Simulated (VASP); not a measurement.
Write the native input for VASP 6.6.1 that does the following.

* Task: relaxation of cell and atoms
* Functional: LDA
* Potentials or basis: VASP PAW LDA potentials, release 64 (Ca_sv, C)
* Cutoff: 600 eV
* k mesh: 9 × 9 × 9
* Occupations: gaussian, width 0.01 eV
* Spin: no spin polarisation
* Dipole correction: no
* Further INCAR settings: ALGO = Fast; EDIFF = 1e-06; IBRION = 2; EDIFFG = -0.001; NSW = 80; ISIF = 3

The structure of CaC2 lies in POSCAR:

```
CaC2
1.0
    1.8851418975      1.0883871819      3.8525105244
   -1.8851418975      1.0883871819      3.8525105244
    0.0000000000     -2.1767743639      3.8525105244
Ca C
1 2
Direct
    0.0000000000      0.0000000000      0.0000000000
    0.5538702772      0.5538702772      0.5538702772
    0.4461297228      0.4461297228      0.4461297228
```

The cell comes from a database or a generator and needn't be the stable form of this composition.

The cell isn't the ideal one: cell and atoms relaxed tightly for response.

One way to write it, as run:

INCAR

```
SYSTEM = CaC2
PREC     = Accurate       ! precision mode
ENCUT    = 600            ! plane-wave cutoff, eV
EDIFF    = 1E-6           ! SCF threshold, eV
ISMEAR   = 0              ! smearing method
SIGMA    = 0.01           ! smearing width, eV
LREAL    = .False.        ! projectors in reciprocal space
LASPH    = .True.         ! aspherical terms in the spheres
NELM     = 100            ! most SCF steps
ALGO     = Fast           ! electronic algorithm
ISIF     = 3              ! what is computed and relaxed
LWAVE    = .False.        ! write WAVECAR
LCHARG   = .False.        ! write CHGCAR
GGA      = CA             ! functional
IBRION   = 2              ! ionic algorithm
NSW      = 80             ! ionic steps
EDIFFG   = -0.001         ! ionic threshold
```

KPOINTS

```
Automatic mesh
0
Gamma
  9 9 9
  0 0 0
```

Potentials or basis: VASP PAW LDA potentials, release 64 (Ca_sv, C).

Run with:

```bash
$ cat potpaw_LDA.64/Ca_sv/POTCAR potpaw_LDA.64/C/POTCAR > POTCAR
$ mpirun -np 1 vasp_std > vasp.out
```

It gave:

```yaml
Relaxed_volume: 15.86 Å³/atom
Relaxed_cell: a = 4.430 Å, b = 4.430 Å, c = 4.430 Å, α = 50.44°, β = 50.44°, γ = 50.44°
Space_group_after_relaxing_to_0.05_Å: R-3m (No. 166)
Energy_gained_by_relaxing: 0.1 meV/atom
Ionic_steps: 15
Pressure_after_relaxing: 0.0 GPa
Band_gap_on_the_k_mesh: 2.52 eV, indirect (least direct gap 3.79 eV)
```

Caveat: the standard files for N, O and F lose accuracy on very short bonds; an odd mesh through Γ misses points on the zone boundary, where band edges often lie.

It took 5.5 min on 1 thread of Intel(R) Xeon(R) Platinum 8488C (Sapphire Rapids), with other jobs on the host, peak memory 0.23 GiB.
